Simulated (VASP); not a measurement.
# MgCd2S3 (Cmc2_1) in VASP: single point with r2SCAN

Aim: the single point of MgCd2S3 with r2SCAN.

Program: VASP 6.6.1. These are calculated values, not measurements. Logs are shortened: lines on timing, memory, paths and dates and some standing lists are left out, and cuts for length are marked.

## Step 1: The crystal as given

The structure is orthorhombic, space group Cmc2_1 (No. 36). The conventional cell has a = 12.435 Å, b = 7.179 Å, c = 6.736 Å, α = 90.00°, β = 90.00°, γ = 90.00°. Mg (site symmetry m) is surrounded by 4 S at 2.46 to 2.47 Å. Cd (site symmetry 1) is surrounded by 4 S at 2.57 to 2.58 Å. S (site symmetry 1) has 1 Mg at 2.46 Å and 3 Cd at 2.57 to 2.58 Å as nearest neighbours. S (site symmetry m) is surrounded by 2 Mg at 2.46 to 2.47 Å and 2 Cd at 2.57 Å.

The cell was built by a generator and needn't be a form met in nature.

## Step 2: Single point, r2SCAN

INCAR

```
PREC     = Accurate       # precision mode
ENCUT    = 520            # plane-wave cutoff, eV
EDIFF    = 1E-6           # SCF threshold, eV
ISMEAR   = 0              # smearing method
SIGMA    = 0.03           # smearing width, eV
LREAL    = F              # projectors in reciprocal space
LASPH    = T              # aspherical terms in the spheres
NELM     = 150            # most SCF steps
ALGO     = Normal         # electronic algorithm
ISIF     = 2              # what is computed and relaxed
LWAVE    = F              # write WAVECAR
LCHARG   = F              # write CHGCAR
METAGGA  = R2SCAN         # meta-GGA
LMIXTAU  = T            
KPAR     = 4
```

KPOINTS

```
regular mesh
0
Gamma
  4 4 4
```

POSCAR

```
MgCd2S3
1.0
    6.2173100000     -3.5892600000      0.0000000000
    6.2173100000      3.5892600000      0.0000000000
    0.0000000000      0.0000000000      6.7363900000
Mg Cd S
2 4 6
Direct
    0.8362340000      0.1637660000      0.0001360000
    0.1637660000      0.8362340000      0.5001360000
    0.1664250000      0.5033270000      0.9984420000
    0.8335750000      0.4966730000      0.4984420000
    0.4966730000      0.8335750000      0.9984420000
    0.5033270000      0.1664250000      0.4984420000
    0.1667050000      0.5105060000      0.3808160000
    0.8332950000      0.4894940000      0.8808160000
    0.8443040000      0.1556960000      0.3664400000
    0.1556960000      0.8443040000      0.8664400000
    0.4894940000      0.8332950000      0.3808160000
    0.5105060000      0.1667050000      0.8808160000
```

Potentials or basis: VASP PAW PBE potentials, release 64 (Mg, Cd, S).

Command:

```sh
> cat potpaw_PBE.64/Mg/POTCAR potpaw_PBE.64/Cd/POTCAR potpaw_PBE.64/S/POTCAR > POTCAR
> mpirun -np 4 vasp_std > vasp.out
```

OUTCAR:

```text
PREC = Accurate
   ENCUT = 520
   EDIFF = 1E-6
   ISMEAR = 0
   LREAL = F
   LASPH = T
   NELM = 150
   ISIF = 2
   METAGGA = R2SCAN

 ion  position               nearest neighbor table
   1  0.836  0.164  0.000-   8 2.46  12 2.46  10 2.46   9 2.47
   2  0.164  0.836  0.500-   7 2.46  11 2.46   9 2.46  10 2.47
   3  0.166  0.503  0.998-   8 2.57  12 2.57  10 2.57   7 2.58
   4  0.834  0.497  0.498-   7 2.57  11 2.57   9 2.57   8 2.58
   5  0.497  0.834  0.998-  12 2.57   8 2.57  10 2.57  11 2.58
   6  0.503  0.166  0.498-  11 2.57   7 2.57   9 2.57  12 2.58
   7  0.167  0.511  0.381-   2 2.46   4 2.57   6 2.57   3 2.58
   8  0.833  0.489  0.881-   1 2.46   3 2.57   5 2.57   4 2.58
   9  0.844  0.156  0.366-   2 2.46   1 2.47   4 2.57   6 2.57
  10  0.156  0.844  0.866-   1 2.46   2 2.47   3 2.57   5 2.57
  11  0.489  0.833  0.381-   2 2.46   6 2.57   4 2.57   5 2.58
  12  0.511  0.167  0.881-   1 2.46   5 2.57   3 2.57   6 2.58

  LATTYP: Found a base centered orthorhombic cell.
 ALAT       =     7.1785200000
 B/A-ratio  =     1.7321982804
 C/A-ratio  =     0.9384093100

  Lattice vectors:

 A1 = (  -6.2173100000,  -3.5892600000,   0.0000000000)
 A2 = (   6.2173100000,  -3.5892600000,   0.0000000000)
 A3 = (   0.0000000000,   0.0000000000,   6.7363900000)

Analysis of symmetry for initial positions (statically):
=====================================================================
 Subroutine PRICEL returns:
 Original cell was already a primitive cell.

 Routine SETGRP: Setting up the symmetry group for a
 base centered orthorhombic supercell.

 Subroutine GETGRP returns: Found  4 space group operations
 (whereof  2 operations were pure point group operations)
 out of a pool of  8 trial point group operations.

The static configuration has the point symmetry C_1h.
 The point group associated with its full space group is C_2v.

Analysis of symmetry for dynamics (positions and initial velocities):
=====================================================================
 Subroutine PRICEL returns:
 Original cell was already a primitive cell.

 Routine SETGRP: Setting up the symmetry group for a
 base centered orthorhombic supercell.

 Subroutine GETGRP returns: Found  4 space group operations
 (whereof  2 operations were pure point group operations)
 out of a pool of  8 trial point group operations.

The dynamic configuration has the point symmetry C_1h.
[... 126 lines left out ...]
   PSTRESS=    0.0 pullay stress
   NELECT =      88.0000    total number of electrons
   NUPDOWN=      -1.0000    fix difference up-down
   EMIN   =  10.00;   EMAX   =-10.00  energy-range for DOS
   EFERMI =   0.00;   METHOD = LEGACY
   ISMEAR =     0;   SIGMA  =   0.03  broadening in eV -4-tet -1-fermi 0-gaus
   EFERMI_NEDOS =   21; number of points for ismear=-14 and -15
   IALGO  =     38    algorithm
   IMIX   =      4    mixing-type and parameters
     AMIX     =   0.40;   BMIX     =  1.00
     AMIX_MAG =   1.60;   BMIX_MAG =  1.00
  volume/ion in A,a.u.               =      25.05       169.08
  Fermi-wavevector in a.u.,A,eV,Ry     =   1.086962  2.054059 16.075084  1.181485
  Thomas-Fermi vector in A             =   2.223110
   LORBIT       =      0    0 simple, 1 ext, 2 COOP (PROOUT), +10 PAW based schemes
   METAGGA = R2SCAN    functional components
   LHFCALC =     F    Hartree Fock is set to
   AEXX    =    0.0000 exact exchange contribution
   IVDW    =     0    specifies the selected vdW correction
   LEPSILON=     F    determine dielectric tensor
   LRPA    =     F    only Hartree local field effects (RPA)
 non-spin polarized calculation
 Gauss-broadening in eV      SIGMA  =   0.03
  energy-cutoff  :      520.00
  volume of cell :      300.65
 maximum number of plane-waves:      8125
 NGX is ok and might be reduce to    54
   NGX = 27   NGY = 27   NGZ = 25

 number of electron      87.9999996 magnetization

 Free energy of the ion-electron system (eV)
  ---------------------------------------------------
  ext. energy  EPLUGINS =         0.00000000
  ---------------------------------------------------
  free energy    TOTEN  =      -149.67550819 eV

  energy without entropy =     -149.67550819  energy(sigma->0) =     -149.67550819

 E-fermi :   0.8054     XC(G=0):  -9.2493

 val. band max:        0.6260407332   @ k =   0.0000   0.0000   0.0000
 cond. band min:       2.9390152014   @ k =   0.0000   0.0000   0.0000
 fundamental gap:      2.3129744682
 Fermi energy:         0.8054314543

 k-point     1 :       0.0000    0.0000    0.0000
  band No.  band energies     occupation
      1     -11.6458      2.00000
      2     -11.1988      2.00000
      3     -11.0970      2.00000
      4     -11.0961      2.00000
      5     -11.0338      2.00000
      6     -11.0042      2.00000
[... 1144 lines left out ...]
     51       6.4813      0.00000
     52       6.4813      0.00000

------------------------ aborting loop because EDIFF is reached ----------------------------------------

  FORCE on cell =-STRESS in cart. coord.  units (eV):
  Direction    XX          YY          ZZ          XY          YZ          ZX
  --------------------------------------------------------------------------------------
  -------------------------------------------------------------------------------------
  Total       -2.4531482     -2.5055742     -2.5780683      0.0000000      0.0000000      0.0000000
  in kB      -13.0728328    -13.3522113    -13.7385323      0.0000000      0.0000000      0.0000000
  external PRESSURE =     -13.3878588 kB  Pullay stress =       0.0000000 kB

 VOLUME and BASIS-vectors are now :
 -----------------------------------------------------------------------------
  energy-cutoff  :      520.00
  volume of cell :      300.65
      direct lattice vectors                 reciprocal lattice vectors
     6.217310000 -3.589260000  0.000000000     0.080420632 -0.139304481  0.000000000
     6.217310000  3.589260000  0.000000000     0.080420632  0.139304481  0.000000000
     0.000000000  0.000000000  6.736390000     0.000000000  0.000000000  0.148447462

 POSITION                                       TOTAL-FORCE (eV/Angst)
 -----------------------------------------------------------------------------------
      6.21731     -2.41366      0.00092         0.000000      0.006213     -0.006123
      6.21731      2.41366      3.36911         0.000000     -0.006213     -0.006123
      4.16406      1.20923      6.72589        -0.004641     -0.004812     -0.001399
      8.27056     -1.20923      3.35770         0.004641      0.004812     -0.001399
      8.27056      1.20923      6.72589         0.004641     -0.004812     -0.001399
      4.16406     -1.20923      3.35770        -0.004641      0.004812     -0.001399
      4.21043      1.23399      2.56533        -0.011073     -0.010089      0.005132
      8.22419     -1.23399      5.93352         0.011073      0.010089      0.005132
      6.21731     -2.47159      2.46848         0.000000      0.005037     -0.001343
      6.21731      2.47159      5.83668         0.000000     -0.005037     -0.001343
      8.22419      1.23399      2.56533         0.011073     -0.010089      0.005132
      4.21043     -1.23399      5.93352        -0.011073      0.010089      0.005132
 -----------------------------------------------------------------------------------
    total drift:                                0.000000     -0.000000     -0.002504

  FREE ENERGIE OF THE ION-ELECTRON SYSTEM (eV)
  ---------------------------------------------------
  free  energy   TOTEN  =      -149.6755081912 eV

  energy  without entropy=     -149.6755081912  energy(sigma->0) =     -149.67550819
```

OSZICAR:

```text
N       E                     dE             d eps       ncg     rms          rms(c)
DAV:   1     0.473471095706E+03    0.47347E+03   -0.41317E+04  2184   0.154E+03
DAV:   2    -0.125738900343E+03   -0.59921E+03   -0.58576E+03  2484   0.350E+02
DAV:   3    -0.173324966186E+03   -0.47586E+02   -0.47390E+02  2520   0.946E+01
[... 15 lines left out ...]
DAV:  19    -0.149675493615E+03   -0.46199E-04   -0.42316E-05  2320   0.313E-02    0.263E-02
DAV:  20    -0.149675475699E+03    0.17915E-04   -0.49143E-05  2312   0.319E-02    0.193E-02
DAV:  21    -0.149675498336E+03   -0.22637E-04   -0.23317E-05  2308   0.293E-02    0.148E-02
DAV:  22    -0.149675508357E+03   -0.10021E-04   -0.35251E-06  1840   0.113E-02    0.818E-03
DAV:  23    -0.149675508191E+03    0.16610E-06   -0.17100E-07  1316   0.208E-03
   1 F= -.14967551E+03 E0= -.14967551E+03  d E =-.106855E-18
```

stdout:

```text
POSCAR found type information on POSCAR MgCdS
 POSCAR found :  3 types and      12 ions
 scaLAPACK will be used
 -----------------------------------------------------------------------------
|                                                                             |
|                                                                             |
|     You enforced a specific xc type in the INCAR file but a different       |
|     I HOPE YOU KNOW WHAT YOU ARE DOING!                                     |
|                                                                             |
 -----------------------------------------------------------------------------

 LDA part: xc-table for (None), standard interpolation
 POSCAR, INCAR and KPOINTS ok, starting setup
 FFT: planning ... GRIDC
 FFT: planning ... GRID_SOFT
 FFT: planning ... GRID
 WAVECAR not read
 entering main loop
```

Run time: 8 min. Hardware: 4 MPI ranks of Intel Xeon Platinum 8488C (Sapphire Rapids), shared host; peak memory 0.55 GiB.

Results:

```
Free energy            : -149.6755 eV
Pressure               : -1.3 GPa
Largest force          : 0.016 eV/Å
Band gap on the k mesh : 2.31 eV, direct
```

Forces on the atoms (eV/Å):
```
Mg   0.000  0.006 -0.006
Mg   0.000 -0.006 -0.006
Cd  -0.005 -0.005 -0.001
Cd   0.005  0.005 -0.001
Cd   0.005 -0.005 -0.001
Cd  -0.005  0.005 -0.001
S   -0.011 -0.010  0.005
S    0.011  0.010  0.005
S    0.000  0.005 -0.001
S    0.000 -0.005 -0.001
S    0.011 -0.010  0.005
S   -0.011  0.010  0.005
```

Levels at points of the mesh, in eV from the valence-band top:
```tsv
k point	band 40	band 41	band 42	band 43	band 44	band 45	band 46	band 47	band 48	band 49
(0.00, 0.00, 0.00)	-0.57	-0.56	-0.03	0.00	0.00	2.31	3.75	5.09	5.15	5.70
(0.50, 0.00, 0.00)	-0.64	-0.55	-0.52	-0.49	-0.40	4.13	4.17	4.50	4.83	5.48
(0.50, 0.50, 0.00)	-0.68	-0.63	-0.62	-0.38	-0.35	4.12	4.17	4.45	5.17	5.17
(0.00, 0.00, 0.50)	-0.73	-0.29	-0.29	-0.28	-0.28	3.80	3.80	5.09	5.09	5.65
(0.50, 0.00, 0.50)	-1.01	-0.90	-0.90	-0.83	-0.83	4.19	4.19	4.82	4.82	5.39
(0.50, 0.50, 0.50)	-1.04	-0.93	-0.93	-0.80	-0.80	4.21	4.21	4.78	4.78	5.40
```

Caveat: the PAW data sets were made with another functional, which shifts forces and pressure a little. r2SCAN opens gaps a little over a GGA but as a rule still falls short of measured ones.
